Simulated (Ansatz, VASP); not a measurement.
## Cross-check of Ge (Germanium) between VASP and Ansatz

Wanted: the spread between two codes on one cell, functional and k mesh. The cell is taken from a series of runs on this material, whose earlier steps may have relaxed, scaled, displaced or heated it; both programs get it as it stands.

Calculated with Ansatz 0.2.0; plane waves, with VASP 6.6.1 beside it; zone-centre phonons at PBEsol.

### Step 1. The starting structure

Symmetry: R-3m, No. 166, trigonal system. Conventional cell: a = 3.893 Å, b = 3.893 Å, c = 9.945 Å, α = 90.00°, β = 90.00°, γ = 120.00°. Nearest to Ge lie 4 Ge at 2.41 to 2.45 Å.

As a file:

```xyz
2
Lattice="0.0789 2.8316 2.8316 2.8316 0.0789 2.8316 2.8316 2.8316 0.0789" Properties=species:S:1:pos:R:3 pbc="T T T"
Ge    2.8819    2.8819    2.8819
Ge    4.2956    4.2956    4.2956
```

### Step 2. VASP: zone-centre phonons, PBEsol

Second derivatives magnify differences that forces hide, and they need a tight electronic threshold.

Lines of VASP's logs that name or quote its potential files are left out, and so is its time.

The input, INCAR:

```
SYSTEM = Ge
PREC = Accurate
ENCUT = 500
EDIFF = 1E-08
NELM = 120
ISMEAR = 0
SIGMA = 0.015
LREAL = .FALSE.
ALGO = Normal
GGA = PS
NBANDS = 20
LORBIT = 11
LWAVE = .FALSE.
LCHARG = .FALSE.
ISIF = 2
ISYM = 2
IBRION = 8
LASPH = .TRUE.
GGA_COMPAT = .FALSE.
EFERMI = MIDGAP
KPAR = 2
```

The input, POSCAR:

```
Ge
1.0
    0.0789148112      2.8315538807      2.8315538807
    2.8315538807      0.0789148112      2.8315538807
    2.8315538807      2.8315538807      0.0789148112
Ge
2
Direct
    0.5019027845      0.5019027845      0.5019027845
    0.7480972155      0.7480972155      0.7480972155
```

The input, KPOINTS:

```
Points of the shifted mesh
1728
Reciprocal
 0.0416666667  0.0416666667  0.0416666667 1
 0.0416666667  0.0416666667  0.1250000000 1
 0.0416666667  0.0416666667  0.2083333333 1
 0.0416666667  0.0416666667  0.2916666667 1
 0.0416666667  0.0416666667  0.3750000000 1
 0.0416666667  0.0416666667  0.4583333333 1
 0.0416666667  0.0416666667  0.5416666667 1
 0.0416666667  0.0416666667  0.6250000000 1
 0.0416666667  0.0416666667  0.7083333333 1
 0.0416666667  0.0416666667  0.7916666667 1
 0.0416666667  0.0416666667  0.8750000000 1
 0.0416666667  0.0416666667  0.9583333333 1
 0.0416666667  0.1250000000  0.0416666667 1
 0.0416666667  0.1250000000  0.1250000000 1
 0.0416666667  0.1250000000  0.2083333333 1
 0.0416666667  0.1250000000  0.2916666667 1
 0.0416666667  0.1250000000  0.3750000000 1
 0.0416666667  0.1250000000  0.4583333333 1
 0.0416666667  0.1250000000  0.5416666667 1
 0.0416666667  0.1250000000  0.6250000000 1
 0.0416666667  0.1250000000  0.7083333333 1
 0.0416666667  0.1250000000  0.7916666667 1
 0.0416666667  0.1250000000  0.8750000000 1
 0.0416666667  0.1250000000  0.9583333333 1
 0.0416666667  0.2083333333  0.0416666667 1
 0.0416666667  0.2083333333  0.1250000000 1
 0.0416666667  0.2083333333  0.2083333333 1
 0.0416666667  0.2083333333  0.2916666667 1
 0.0416666667  0.2083333333  0.3750000000 1
 0.0416666667  0.2083333333  0.4583333333 1
 0.0416666667  0.2083333333  0.5416666667 1
 0.0416666667  0.2083333333  0.6250000000 1
 0.0416666667  0.2083333333  0.7083333333 1
 0.0416666667  0.2083333333  0.7916666667 1
 0.0416666667  0.2083333333  0.8750000000 1
 0.0416666667  0.2083333333  0.9583333333 1
 0.0416666667  0.2916666667  0.0416666667 1
 0.0416666667  0.2916666667  0.1250000000 1
 0.0416666667  0.2916666667  0.2083333333 1
 0.0416666667  0.2916666667  0.2916666667 1
 0.0416666667  0.2916666667  0.3750000000 1
 0.0416666667  0.2916666667  0.4583333333 1
 0.0416666667  0.2916666667  0.5416666667 1
 0.0416666667  0.2916666667  0.6250000000 1
 0.0416666667  0.2916666667  0.7083333333 1
 0.0416666667  0.2916666667  0.7916666667 1
 0.0416666667  0.2916666667  0.8750000000 1
 0.0416666667  0.2916666667  0.9583333333 1
 0.0416666667  0.3750000000  0.0416666667 1
 0.0416666667  0.3750000000  0.1250000000 1
 0.0416666667  0.3750000000  0.2083333333 1
 0.0416666667  0.3750000000  0.2916666667 1
 0.0416666667  0.3750000000  0.3750000000 1
 0.0416666667  0.3750000000  0.4583333333 1
 0.0416666667  0.3750000000  0.5416666667 1
 0.0416666667  0.3750000000  0.6250000000 1
 0.0416666667  0.3750000000  0.7083333333 1
 0.0416666667  0.3750000000  0.7916666667 1
 0.0416666667  0.3750000000  0.8750000000 1
 0.0416666667  0.3750000000  0.9583333333 1
 0.0416666667  0.4583333333  0.0416666667 1
 0.0416666667  0.4583333333  0.1250000000 1
 0.0416666667  0.4583333333  0.2083333333 1
 0.0416666667  0.4583333333  0.2916666667 1
 0.0416666667  0.4583333333  0.3750000000 1
 0.0416666667  0.4583333333  0.4583333333 1
 0.0416666667  0.4583333333  0.5416666667 1
 0.0416666667  0.4583333333  0.6250000000 1
 0.0416666667  0.4583333333  0.7083333333 1
 0.0416666667  0.4583333333  0.7916666667 1
 0.0416666667  0.4583333333  0.8750000000 1
 0.0416666667  0.4583333333  0.9583333333 1
 0.0416666667  0.5416666667  0.0416666667 1
 0.0416666667  0.5416666667  0.1250000000 1
 0.0416666667  0.5416666667  0.2083333333 1
 0.0416666667  0.5416666667  0.2916666667 1
 0.0416666667  0.5416666667  0.3750000000 1
 0.0416666667  0.5416666667  0.4583333333 1
 0.0416666667  0.5416666667  0.5416666667 1
 0.0416666667  0.5416666667  0.6250000000 1
 0.0416666667  0.5416666667  0.7083333333 1
 0.0416666667  0.5416666667  0.7916666667 1
 0.0416666667  0.5416666667  0.8750000000 1
 0.0416666667  0.5416666667  0.9583333333 1
 0.0416666667  0.6250000000  0.0416666667 1
 0.0416666667  0.6250000000  0.1250000000 1
 0.0416666667  0.6250000000  0.2083333333 1
 0.0416666667  0.6250000000  0.2916666667 1
 0.0416666667  0.6250000000  0.3750000000 1
 0.0416666667  0.6250000000  0.4583333333 1
 0.0416666667  0.6250000000  0.5416666667 1
 0.0416666667  0.6250000000  0.6250000000 1
 0.0416666667  0.6250000000  0.7083333333 1
 0.0416666667  0.6250000000  0.7916666667 1
 0.0416666667  0.6250000000  0.8750000000 1
 0.0416666667  0.6250000000  0.9583333333 1
 0.0416666667  0.7083333333  0.0416666667 1
 0.0416666667  0.7083333333  0.1250000000 1
 0.0416666667  0.7083333333  0.2083333333 1
 0.0416666667  0.7083333333  0.2916666667 1
 0.0416666667  0.7083333333  0.3750000000 1
 0.0416666667  0.7083333333  0.4583333333 1
 0.0416666667  0.7083333333  0.5416666667 1
 0.0416666667  0.7083333333  0.6250000000 1
 0.0416666667  0.7083333333  0.7083333333 1
 0.0416666667  0.7083333333  0.7916666667 1
 0.0416666667  0.7083333333  0.8750000000 1
 0.0416666667  0.7083333333  0.9583333333 1
 0.0416666667  0.7916666667  0.0416666667 1
 0.0416666667  0.7916666667  0.1250000000 1
 0.0416666667  0.7916666667  0.2083333333 1
 0.0416666667  0.7916666667  0.2916666667 1
[... 1390 lines left out ...]
 0.8750000000  0.4583333333  0.1250000000 1
 0.8750000000  0.4583333333  0.2083333333 1
 0.8750000000  0.4583333333  0.2916666667 1
 0.8750000000  0.4583333333  0.3750000000 1
 0.8750000000  0.4583333333  0.4583333333 1
 0.8750000000  0.4583333333  0.5416666667 1
 0.8750000000  0.4583333333  0.6250000000 1
 0.8750000000  0.4583333333  0.7083333333 1
 0.8750000000  0.4583333333  0.7916666667 1
 0.8750000000  0.4583333333  0.8750000000 1
 0.8750000000  0.4583333333  0.9583333333 1
 0.8750000000  0.5416666667  0.0416666667 1
 0.8750000000  0.5416666667  0.1250000000 1
 0.8750000000  0.5416666667  0.2083333333 1
 0.8750000000  0.5416666667  0.2916666667 1
 0.8750000000  0.5416666667  0.3750000000 1
 0.8750000000  0.5416666667  0.4583333333 1
 0.8750000000  0.5416666667  0.5416666667 1
 0.8750000000  0.5416666667  0.6250000000 1
 0.8750000000  0.5416666667  0.7083333333 1
 0.8750000000  0.5416666667  0.7916666667 1
 0.8750000000  0.5416666667  0.8750000000 1
 0.8750000000  0.5416666667  0.9583333333 1
 0.8750000000  0.6250000000  0.0416666667 1
 0.8750000000  0.6250000000  0.1250000000 1
 0.8750000000  0.6250000000  0.2083333333 1
 0.8750000000  0.6250000000  0.2916666667 1
 0.8750000000  0.6250000000  0.3750000000 1
 0.8750000000  0.6250000000  0.4583333333 1
 0.8750000000  0.6250000000  0.5416666667 1
 0.8750000000  0.6250000000  0.6250000000 1
 0.8750000000  0.6250000000  0.7083333333 1
 0.8750000000  0.6250000000  0.7916666667 1
 0.8750000000  0.6250000000  0.8750000000 1
 0.8750000000  0.6250000000  0.9583333333 1
 0.8750000000  0.7083333333  0.0416666667 1
 0.8750000000  0.7083333333  0.1250000000 1
 0.8750000000  0.7083333333  0.2083333333 1
 0.8750000000  0.7083333333  0.2916666667 1
 0.8750000000  0.7083333333  0.3750000000 1
 0.8750000000  0.7083333333  0.4583333333 1
 0.8750000000  0.7083333333  0.5416666667 1
 0.8750000000  0.7083333333  0.6250000000 1
 0.8750000000  0.7083333333  0.7083333333 1
 0.8750000000  0.7083333333  0.7916666667 1
 0.8750000000  0.7083333333  0.8750000000 1
 0.8750000000  0.7083333333  0.9583333333 1
 0.8750000000  0.7916666667  0.0416666667 1
 0.8750000000  0.7916666667  0.1250000000 1
 0.8750000000  0.7916666667  0.2083333333 1
 0.8750000000  0.7916666667  0.2916666667 1
 0.8750000000  0.7916666667  0.3750000000 1
 0.8750000000  0.7916666667  0.4583333333 1
 0.8750000000  0.7916666667  0.5416666667 1
 0.8750000000  0.7916666667  0.6250000000 1
 0.8750000000  0.7916666667  0.7083333333 1
 0.8750000000  0.7916666667  0.7916666667 1
 0.8750000000  0.7916666667  0.8750000000 1
 0.8750000000  0.7916666667  0.9583333333 1
 0.8750000000  0.8750000000  0.0416666667 1
 0.8750000000  0.8750000000  0.1250000000 1
 0.8750000000  0.8750000000  0.2083333333 1
 0.8750000000  0.8750000000  0.2916666667 1
 0.8750000000  0.8750000000  0.3750000000 1
 0.8750000000  0.8750000000  0.4583333333 1
 0.8750000000  0.8750000000  0.5416666667 1
 0.8750000000  0.8750000000  0.6250000000 1
 0.8750000000  0.8750000000  0.7083333333 1
 0.8750000000  0.8750000000  0.7916666667 1
 0.8750000000  0.8750000000  0.8750000000 1
 0.8750000000  0.8750000000  0.9583333333 1
 0.8750000000  0.9583333333  0.0416666667 1
 0.8750000000  0.9583333333  0.1250000000 1
 0.8750000000  0.9583333333  0.2083333333 1
 0.8750000000  0.9583333333  0.2916666667 1
 0.8750000000  0.9583333333  0.3750000000 1
 0.8750000000  0.9583333333  0.4583333333 1
 0.8750000000  0.9583333333  0.5416666667 1
 0.8750000000  0.9583333333  0.6250000000 1
 0.8750000000  0.9583333333  0.7083333333 1
 0.8750000000  0.9583333333  0.7916666667 1
 0.8750000000  0.9583333333  0.8750000000 1
 0.8750000000  0.9583333333  0.9583333333 1
 0.9583333333  0.0416666667  0.0416666667 1
 0.9583333333  0.0416666667  0.1250000000 1
 0.9583333333  0.0416666667  0.2083333333 1
 0.9583333333  0.0416666667  0.2916666667 1
 0.9583333333  0.0416666667  0.3750000000 1
 0.9583333333  0.0416666667  0.4583333333 1
 0.9583333333  0.0416666667  0.5416666667 1
 0.9583333333  0.0416666667  0.6250000000 1
 0.9583333333  0.0416666667  0.7083333333 1
 0.9583333333  0.0416666667  0.7916666667 1
 0.9583333333  0.0416666667  0.8750000000 1
 0.9583333333  0.0416666667  0.9583333333 1
 0.9583333333  0.1250000000  0.0416666667 1
 0.9583333333  0.1250000000  0.1250000000 1
 0.9583333333  0.1250000000  0.2083333333 1
 0.9583333333  0.1250000000  0.2916666667 1
 0.9583333333  0.1250000000  0.3750000000 1
 0.9583333333  0.1250000000  0.4583333333 1
 0.9583333333  0.1250000000  0.5416666667 1
 0.9583333333  0.1250000000  0.6250000000 1
 0.9583333333  0.1250000000  0.7083333333 1
 0.9583333333  0.1250000000  0.7916666667 1
 0.9583333333  0.1250000000  0.8750000000 1
 0.9583333333  0.1250000000  0.9583333333 1
 0.9583333333  0.2083333333  0.0416666667 1
 0.9583333333  0.2083333333  0.1250000000 1
 0.9583333333  0.2083333333  0.2083333333 1
 0.9583333333  0.2083333333  0.2916666667 1
 0.9583333333  0.2083333333  0.3750000000 1
 0.9583333333  0.2083333333  0.4583333333 1
 0.9583333333  0.2083333333  0.5416666667 1
 0.9583333333  0.2083333333  0.6250000000 1
 0.9583333333  0.2083333333  0.7083333333 1
 0.9583333333  0.2083333333  0.7916666667 1
 0.9583333333  0.2083333333  0.8750000000 1
 0.9583333333  0.2083333333  0.9583333333 1
 0.9583333333  0.2916666667  0.0416666667 1
 0.9583333333  0.2916666667  0.1250000000 1
 0.9583333333  0.2916666667  0.2083333333 1
 0.9583333333  0.2916666667  0.2916666667 1
 0.9583333333  0.2916666667  0.3750000000 1
 0.9583333333  0.2916666667  0.4583333333 1
 0.9583333333  0.2916666667  0.5416666667 1
 0.9583333333  0.2916666667  0.6250000000 1
 0.9583333333  0.2916666667  0.7083333333 1
 0.9583333333  0.2916666667  0.7916666667 1
 0.9583333333  0.2916666667  0.8750000000 1
 0.9583333333  0.2916666667  0.9583333333 1
 0.9583333333  0.3750000000  0.0416666667 1
 0.9583333333  0.3750000000  0.1250000000 1
 0.9583333333  0.3750000000  0.2083333333 1
 0.9583333333  0.3750000000  0.2916666667 1
 0.9583333333  0.3750000000  0.3750000000 1
 0.9583333333  0.3750000000  0.4583333333 1
 0.9583333333  0.3750000000  0.5416666667 1
 0.9583333333  0.3750000000  0.6250000000 1
 0.9583333333  0.3750000000  0.7083333333 1
 0.9583333333  0.3750000000  0.7916666667 1
 0.9583333333  0.3750000000  0.8750000000 1
 0.9583333333  0.3750000000  0.9583333333 1
 0.9583333333  0.4583333333  0.0416666667 1
 0.9583333333  0.4583333333  0.1250000000 1
 0.9583333333  0.4583333333  0.2083333333 1
 0.9583333333  0.4583333333  0.2916666667 1
 0.9583333333  0.4583333333  0.3750000000 1
 0.9583333333  0.4583333333  0.4583333333 1
 0.9583333333  0.4583333333  0.5416666667 1
 0.9583333333  0.4583333333  0.6250000000 1
 0.9583333333  0.4583333333  0.7083333333 1
 0.9583333333  0.4583333333  0.7916666667 1
 0.9583333333  0.4583333333  0.8750000000 1
 0.9583333333  0.4583333333  0.9583333333 1
 0.9583333333  0.5416666667  0.0416666667 1
 0.9583333333  0.5416666667  0.1250000000 1
 0.9583333333  0.5416666667  0.2083333333 1
 0.9583333333  0.5416666667  0.2916666667 1
 0.9583333333  0.5416666667  0.3750000000 1
 0.9583333333  0.5416666667  0.4583333333 1
 0.9583333333  0.5416666667  0.5416666667 1
 0.9583333333  0.5416666667  0.6250000000 1
 0.9583333333  0.5416666667  0.7083333333 1
 0.9583333333  0.5416666667  0.7916666667 1
 0.9583333333  0.5416666667  0.8750000000 1
 0.9583333333  0.5416666667  0.9583333333 1
 0.9583333333  0.6250000000  0.0416666667 1
 0.9583333333  0.6250000000  0.1250000000 1
 0.9583333333  0.6250000000  0.2083333333 1
 0.9583333333  0.6250000000  0.2916666667 1
 0.9583333333  0.6250000000  0.3750000000 1
 0.9583333333  0.6250000000  0.4583333333 1
 0.9583333333  0.6250000000  0.5416666667 1
 0.9583333333  0.6250000000  0.6250000000 1
 0.9583333333  0.6250000000  0.7083333333 1
 0.9583333333  0.6250000000  0.7916666667 1
 0.9583333333  0.6250000000  0.8750000000 1
 0.9583333333  0.6250000000  0.9583333333 1
 0.9583333333  0.7083333333  0.0416666667 1
 0.9583333333  0.7083333333  0.1250000000 1
 0.9583333333  0.7083333333  0.2083333333 1
 0.9583333333  0.7083333333  0.2916666667 1
 0.9583333333  0.7083333333  0.3750000000 1
 0.9583333333  0.7083333333  0.4583333333 1
 0.9583333333  0.7083333333  0.5416666667 1
 0.9583333333  0.7083333333  0.6250000000 1
 0.9583333333  0.7083333333  0.7083333333 1
 0.9583333333  0.7083333333  0.7916666667 1
 0.9583333333  0.7083333333  0.8750000000 1
 0.9583333333  0.7083333333  0.9583333333 1
 0.9583333333  0.7916666667  0.0416666667 1
 0.9583333333  0.7916666667  0.1250000000 1
 0.9583333333  0.7916666667  0.2083333333 1
 0.9583333333  0.7916666667  0.2916666667 1
 0.9583333333  0.7916666667  0.3750000000 1
 0.9583333333  0.7916666667  0.4583333333 1
 0.9583333333  0.7916666667  0.5416666667 1
 0.9583333333  0.7916666667  0.6250000000 1
 0.9583333333  0.7916666667  0.7083333333 1
 0.9583333333  0.7916666667  0.7916666667 1
 0.9583333333  0.7916666667  0.8750000000 1
 0.9583333333  0.7916666667  0.9583333333 1
 0.9583333333  0.8750000000  0.0416666667 1
 0.9583333333  0.8750000000  0.1250000000 1
 0.9583333333  0.8750000000  0.2083333333 1
 0.9583333333  0.8750000000  0.2916666667 1
 0.9583333333  0.8750000000  0.3750000000 1
 0.9583333333  0.8750000000  0.4583333333 1
 0.9583333333  0.8750000000  0.5416666667 1
 0.9583333333  0.8750000000  0.6250000000 1
 0.9583333333  0.8750000000  0.7083333333 1
 0.9583333333  0.8750000000  0.7916666667 1
 0.9583333333  0.8750000000  0.8750000000 1
 0.9583333333  0.8750000000  0.9583333333 1
 0.9583333333  0.9583333333  0.0416666667 1
 0.9583333333  0.9583333333  0.1250000000 1
 0.9583333333  0.9583333333  0.2083333333 1
 0.9583333333  0.9583333333  0.2916666667 1
 0.9583333333  0.9583333333  0.3750000000 1
 0.9583333333  0.9583333333  0.4583333333 1
 0.9583333333  0.9583333333  0.5416666667 1
 0.9583333333  0.9583333333  0.6250000000 1
 0.9583333333  0.9583333333  0.7083333333 1
 0.9583333333  0.9583333333  0.7916666667 1
 0.9583333333  0.9583333333  0.8750000000 1
 0.9583333333  0.9583333333  0.9583333333 1
```

PAW data sets: Ge_d (PBE family, release 64).

On the command line:

```console
mpirun -np 2 vasp_std
```

Numbers of over 12 decimals in the logs are rounded to 6 here.

The program printed:

```text
[banner, memory and clock lines left out]
running    2 mpi-ranks, on    1 nodes
 distrk:  each k-point on    1 cores,    2 groups
 distr:  one band on    1 cores,    1 groups

 POSCAR found type information on POSCAR Ge
 POSCAR found :  1 types and       2 ions
|                                                                             |
|               ----> ADVICE to this user running VASP <----                  |
|                                                                             |
|     You enforced a specific xc type in the INCAR file but a different       |
|     [... a line on the potential file left out ...]
|     I HOPE YOU KNOW WHAT YOU ARE DOING!                                     |
|                                                                             |

 LDA part: xc-table for (Slater+PW92), standard interpolation
 POSCAR, INCAR and KPOINTS ok, starting setup
 FFT: planning ... GRIDC
 FFT: planning ... GRID_SOFT
 FFT: planning ... GRID
 WAVECAR not read
 entering main loop
       N       E                     dE             d eps       ncg     rms          rms(c)
DAV:   1     0.181454020923E+03    0.18145E+03   -0.14585E+04 74428   0.380E+03
DAV:   2     0.151768772445E+02   -0.16628E+03   -0.16182E+03 69260   0.585E+02
DAV:   3    -0.922570448819E+01   -0.24403E+02   -0.24230E+02 77932   0.143E+02
DAV:   4    -0.998982483637E+01   -0.76412E+00   -0.76360E+00 78188   0.300E+01
DAV:   5    -0.100021635818E+02   -0.12339E-01   -0.12338E-01 77604   0.414E+00    0.344E+00
DAV:   6    -0.988349310300E+01    0.11867E+00   -0.41228E-02 83544   0.238E+00    0.196E+00
DAV:   7    -0.982813875229E+01    0.55354E-01   -0.76337E-02 72164   0.260E+00    0.164E-01
DAV:   8    -0.982913398701E+01   -0.99523E-03   -0.73085E-03 79332   0.114E+00    0.587E-02
DAV:   9    -0.982925765872E+01   -0.12367E-03   -0.22745E-04 77460   0.188E-01    0.188E-02
DAV:  10    -0.982927137779E+01   -0.13719E-04   -0.21831E-05 91528   0.474E-02    0.585E-03
DAV:  11    -0.982927278908E+01   -0.14113E-05   -0.36458E-06 76376   0.186E-02    0.151E-03
DAV:  12    -0.982927278183E+01    0.72514E-08   -0.55483E-07 90508   0.133E-02    0.597E-04
DAV:  13    -0.982927278085E+01    0.97589E-09   -0.26462E-08 68016   0.241E-03
   1 F= -.98292728E+01 E0= -.98292728E+01  d E =-.164994E-30
 Linear response reoptimize wavefunctions to high precision
DAV:   1    -0.982927278866E+01   -0.78080E-08   -0.77291E-09 82104   0.125E-03
DAV:   2    -0.982927278874E+01   -0.81855E-10   -0.69627E-10 43844   0.312E-04
 Linear response DOF=           1
 Linear response progress:
  Degree of freedom:   1/  1
       N       E                     dE             d eps       ncg     rms          rms(c)
RMM:   1    -0.186374694094E+00   -0.18637E+00    0.86120E+00 83297   0.455E+01
RMM:   2    -0.193666614373E+00   -0.72919E-02   -0.14046E-02111522   0.115E+00    0.779E-02
RMM:   3    -0.193725393867E+00   -0.58779E-04   -0.10154E-03119552   0.325E-01    0.451E-02
RMM:   4    -0.193652119611E+00    0.73274E-04   -0.65350E-05126707   0.808E-02    0.484E-03
RMM:   5    -0.193654577666E+00   -0.24581E-05   -0.34199E-06120877   0.175E-02    0.256E-03
RMM:   6    -0.193660742633E+00   -0.61650E-05   -0.19194E-07124575   0.497E-03    0.406E-04
RMM:   7    -0.193660026820E+00    0.71581E-06   -0.34111E-08126876   0.139E-03    0.192E-04
RMM:   8    -0.193658895379E+00    0.11314E-05    0.15507E-08128291   0.507E-04    0.398E-05
RMM:   9    -0.193658740344E+00    0.15504E-06   -0.35148E-08118225   0.221E-04    0.172E-05
RMM:  10    -0.193658821830E+00   -0.81486E-07   -0.10650E-08128964   0.105E-04    0.626E-06
RMM:  11    -0.193658854512E+00   -0.32682E-07   -0.19928E-08134457   0.580E-05    0.303E-06
RMM:  12    -0.193658889761E+00   -0.35249E-07   -0.85224E-09153571   0.412E-05    0.680E-07
RMM:  13    -0.193658887804E+00    0.19562E-08    0.15098E-09172250   0.337E-05    0.503E-07
 first order change of Fermi-energy  -0.56543E-01
 force on displaced ion       1 direction 1 : -12.278   0.232   0.232
 Linear response finished
```

[end of part 1 of 2]

[Lines on the potential files, build, host, timing and source positions are cut from VASP's logs without a mark.]

[Logs are printed without paths, hosts, clocks, repeated set-up lines and the standing remarks that a program may print on its own settings, such as how far it seeks lower states.]

[Hosts, paths, dates, database ids (printed as entryN), source tags and the programs' standing remarks are cut or masked in the printed files.]
